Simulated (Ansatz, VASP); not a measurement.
CaCoAu3 in VASP and in Ansatz

```xyz
5
Lattice="4.8510 0.0000 0.0000 0.0000 4.8510 0.0000 0.0000 0.0000 4.8510" Properties=species:S:1:pos:R:3 pbc="T T T"
Ca    0.0000    0.0000    0.0000
Co    2.4255    2.4255    2.4255
Au    0.0000    2.4255    2.4255
Au    2.4255    0.0000    2.4255
Au    2.4255    2.4255    0.0000
```

The cell was built by a generator and needn't be a form met in nature.

Alike in both runs: task relaxation of cell and atoms; functional PBE; dispersion D3(BJ); k mesh 5 × 5 × 5; occupations fermi-dirac, width 0.05 eV; collinear spin, ferromagnetic start.

|  | VASP | Ansatz |
| --- | --- | --- |
| version | VASP 6.6.1 | Ansatz 0.2.0 |
| potentials or method | VASP PAW PBE potentials, release 64 (Ca_sv, Co, Au) | Ansatz PAW |
| plane-wave cutoff (eV) | 600 | 420 |
| valence electrons in the cell | 52 | 84 |

|  | VASP | Ansatz | Ansatz less VASP |
| --- | --- | --- | --- |
| gap on the k mesh at the Fermi level, each at its own relaxed structure (eV) | none | none | - |
| net moment per atom (μB) | 0.30 | 0.31 | +0.013 |
| size of the moment on the site where the two differ most (μB) | 1.51 | 1.55 | +0.038 |
| relaxed volume (Å³/atom) | 21.88 | 21.94 | +0.059 |
| relaxed cell length with the largest relative difference (Å) | 4.783 | 4.787 | +0.0043 |
| energy change over the relaxation (meV/atom) | -9 | -8 | +1.2 |

Site moments also hang on the region over which each program counts them. A gap of «none» marks a metal or a gap that the smearing closes. The two sets of potentials don't hold the same shells in valence.

Caveats: pairwise dispersion overbinds metals, which lowers pressure and volume; the plane-wave basis is chosen anew once the cell has moved, so the energies of steps on either side of that aren't comparable (Ansatz). The runs have no spin-orbit coupling, so splittings on Au are missing.
